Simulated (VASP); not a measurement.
```
CELL_PARAMETERS angstrom
      0.00000     2.26000     2.26000
      2.26000     0.00000     2.26000
      2.26000     2.26000     0.00000
ATOMIC_POSITIONS crystal
  Ga 0.00000 0.00000 0.00000
  N  0.25000 0.25000 0.25000
```

These are optB86b-vdW, VASP's PBE PAW potentials (set 64) (plane waves; VASP 6.6.1) values and carry that method's errors. Run with 520 eV cut-off, 9×9×9 Γ-centred mesh, Gaussian smearing of 0.050 eV, potentials Ga_d N.

Q: What does the run give for the energy per atom (σ→0), band gap (on the k-mesh) with the smallest direct gap where there is one?

A: 
| Quantity | Value |
|---|---|
| band gap (on the k-mesh) | 1.67 eV |
| smallest direct gap (on the k-mesh) | 1.67 eV |
| energy per atom (σ→0) | -3.839 eV/atom |

The compound is GaN in the zinc blende structure, a metastable form; wurtzite is the usual one. The cell was not relaxed at this level.
